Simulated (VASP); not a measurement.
The system is NiO.

```
CELL_PARAMETERS angstrom
1.43814 0.83031 2.33081
-1.43814 0.83031 2.33081
0.00000 -1.66062 2.33081
ATOMIC_POSITIONS crystal
Ni 0.00000 0.00000 0.00000
O 0.50000 0.50000 0.50000
```

The cell was built by a generator and needn't be a form met in nature.

Base run:

```yaml
Program: VASP 6.6.1
Functional: PBE
Potentials_or_basis: VASP PAW PBE potentials, release 64 (Ni, O)
Cutoff: 520 eV
k_mesh: 18 × 18 × 18
Occupations: gaussian, width 0.02 eV
Spin: collinear spin, ferromagnetic start
Starting_moments: "[2.0, 0.0] μB"
```

Its results: band gap on the k mesh none (metal or under the smearing width); pressure 24.1 GPa; net moment 1.43 μB per cell; site moments Ni +1.20; O +0.20 μB.

Task: The run is repeated on the same cell with these changes: k mesh from 18 × 18 × 18 to 15 × 15 × 15. What comes out?

Result: Band gap on the k mesh none (metal or under the smearing width); pressure 23.4 GPa; net moment 1.36 μB per cell; site moments Ni +1.14; O +0.19 μB.

Caveats: so large a pressure means that the cell lies far from this level's equilibrium, or that cutoff or potentials fall short; a cell with one magnetic atom can't hold antiferromagnetic order, which such compounds often take; semilocal functionals often make such compounds metallic where correlation or magnetic order opens a gap, which also shifts bond lengths.

Not every run made on this cell is shown here.
